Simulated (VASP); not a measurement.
Energy against volume of Ni3Al (L1_2). These are PBEsol GGA, VASP's PBE PAW potentials (set 64) (plane waves; VASP 6.6.1) values and carry that method's errors. Numerical set-up: 520 eV cut-off, 9×9×9 Γ-centred mesh, first-order Methfessel-Paxton smearing of 0.10 eV, potentials Al Ni.

| V (Å³/atom) | E (eV/atom) |
|---|---|
| 10.252 | -6.04410 |
| 10.579 | -6.06444 |
| 10.906 | -6.07017 |
| 11.233 | -6.06357 |

Fit these four points and predict the energy of the run at 11.561 Å³/atom.

A cubic in V^(−2/3), the third-order Birch-Murnaghan form, passes through the four points with V0 = 10.89 Å³/atom and B0 = 203 GPa, and gives -6.0465 eV/atom there. The run gave -6.0465 eV/atom, -0.0 meV/atom from the fit; all five points give B0 = 203 GPa.

The compound is Ni3Al in the L1_2 structure. It was relaxed first.
